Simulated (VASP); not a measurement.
Runs of VASP 6.6.1 on LaMnAs3. It takes space group Pm-3m (No. 221, cubic). The conventional cell has a = 4.574 Å, b = 4.574 Å, c = 4.574 Å, α = 90.00°, β = 90.00°, γ = 90.00°. La (site symmetry m-3m) has 12 As at 3.23 Å as nearest neighbours. Around As (site symmetry 4/mmm) lie 2 Mn at 2.29 Å. Around Mn (site symmetry m-3m) lie 6 As at 2.29 Å. The cell was built by a generator and needn't be a form met in nature.

```tsv
level	potentials or basis	U	smearing	gap on the mesh (eV)	pressure (GPa)
PBE+U	VASP PAW PBE potentials, release 64 (La, As, Mn_pv)	La f U = 5.0 eV	fermi-dirac 0.1 eV	none	11.8
PBE+D3(BJ)	VASP PAW PBE potentials, release 64 (La, As, Mn_pv)	-	fermi-dirac 0.1 eV	none	6.6
LDA	VASP PAW LDA potentials, release 64 (La, As, Mn_pv)	-	tetrahedron	none	(a)
PBE	VASP PAW PBE potentials, release 64 (La, As, Mn_pv)	-	fermi-dirac 0.1 eV	none	10.5
```

Alike in all rows: task single point; no spin polarisation; cell as given; k mesh 4 × 4 × 4; cutoff (eV) 520.

Fill in the values left out.

(a) 3.1.

Caveats: U without spin polarisation on a metal has little footing (some runs); the U is typed as a test and isn't derived for this compound (some runs); pairwise dispersion overbinds metals, which lowers pressure and volume (some runs); tetrahedron occupations give inexact forces and stress in metals (some runs).

A k mesh can miss the band edges, and the runs leave out spin-orbit coupling on As, La.

A gap of «none» marks a metal or a gap under the smearing width.
